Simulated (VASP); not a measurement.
Data:

```
CdS
1.0
    2.10653    -3.64862     0.00000
    2.10653     3.64862     0.00000
    0.00000     0.00000     6.84195
Cd S
2 2
Cartesian
  2.10653  -1.21621   3.42083
  2.10653   1.21621   6.84180
  2.10653  -1.21621   6.00054
  2.10653   1.21621   2.57956
```

Method: r2SCAN meta-GGA, VASP's PBE PAW potentials (set 64) (plane waves; VASP 6.6.1). Run with 520 eV cut-off, 6×6×4 Γ-centred mesh, Gaussian smearing of 0.050 eV, potentials Cd S.

Question: Give the stress tensor in GPa (positive for a compressed cell).

Answer: 
```
-1.68   0.00   0.00
 0.00  -1.68   0.00
 0.00   0.00  -1.65
```
The pressure is its mean diagonal, -1.67 GPa.

The compound is CdS in the wurtzite structure. This cell is one point of a volume scan, at 1.03 of the reference volume.
